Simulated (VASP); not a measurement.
Data:

```
CELL_PARAMETERS angstrom
      0.00000     2.49046     2.49046
      2.49046     0.00000     2.49046
      2.49046     2.49046     0.00000
ATOMIC_POSITIONS crystal
  Sc 0.00000 0.00000 0.00000
  C  0.25000 0.25000 0.25000
```

The numbers are results of LDA (Ceperley-Alder, Perdew-Zunger), VASP's LDA PAW potentials (set 64) (plane waves; VASP), not measurements. Run with 520 eV cut-off, 14×14×14 Γ-centred mesh, tetrahedra with Blöchl corrections, potentials Sc_sv C.

Problem. The job: ScC (relaxed from the zinc blende structure, space group F-43m), 2 atoms, LDA, static run, 520 eV, 14×14×14 Γ-centred mesh. Roughly how much core time does it take on a busy server core?

Solution. About 70 core-seconds (one run on a shared machine, a rough figure). It had 104 irreducible k-points, 11 bands, up to 869 plane waves and 14 electronic steps.

The structure was generated: ScC was put into the zinc blende type (F-43m), which need not be its known phase. It was relaxed first, which changed the volume by -33 %.
